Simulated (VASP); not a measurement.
Here is the system:

```xyz
4
Lattice="4.1867 2.0890 2.0890 2.0890 4.1867 2.0890 2.0890 2.0890 4.1867" Properties=species:S:1:pos:R:3 pbc="T T T"
Ni     0.0000     0.0000     0.0000
Ni     4.1823     4.1823     4.1823
O      2.0912     2.0912     2.0912
O      6.2735     6.2735     6.2735
```
Starting moments (μB, in the order of the record's atoms Ni Ni O O): 1.4 -1.4 0.0 0.0.

Level of theory: PBE GGA, VASP's PBE PAW potentials (set 64) (plane waves; VASP 6.6.1). Settings: 520 eV cut-off, 8×8×8 Γ-centred mesh, Gaussian smearing of 0.050 eV, potentials Ni O.

Task: Predict the cell moment, energy per atom (σ→0).

Result: 
The cell moment is 0.00 μB. The energy per atom (σ→0) comes out as -5.872 eV/atom.

Task: Give the moment on each site (PAW-sphere projection).

Result: 
| site | moment (μB) |
|---|---|
| Ni1 | 1.35 |
| Ni2 | -1.35 |
| O3 | 0.00 |
| O4 | 0.00 |

Only differences to runs with the same potentials and settings are physical.

The compound is NiO in the rock salt, AFM-II order structure. It was relaxed first.
